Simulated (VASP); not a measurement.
Given:

```xyz
1
Lattice="0.0000 2.0879 2.0879 2.0879 0.0000 2.0879 2.0879 2.0879 0.0000" Properties=species:S:1:pos:R:3 pbc="T T T"
Ta     0.0000     0.0000     0.0000
```

All values below come from PBEsol GGA, VASP's PBE PAW potentials (set 64) (plane waves; VASP). Run with 400 eV cut-off, Gaussian smearing of 0.050 eV, potentials Ta_pv.

Give the energies of bands 4 to 8 at the high-symmetry points, in eV from the Fermi level.

```csv
band,Γ,X,U,L,W
4,-8.26,-4.57,-3.44,-4.74,-2.87
5,0.44,-3.49,-2.40,0.19,-1.18
6,0.44,3.10,0.52,0.19,-1.18
7,0.44,5.99,3.49,0.82,2.02
8,3.55,6.75,5.61,6.01,6.76
```

It has no gap at this level: it comes out as a metal or semimetal.

The structure was generated: Ta was put into the fcc type (Fm-3m), which need not be its known phase. It was relaxed first.
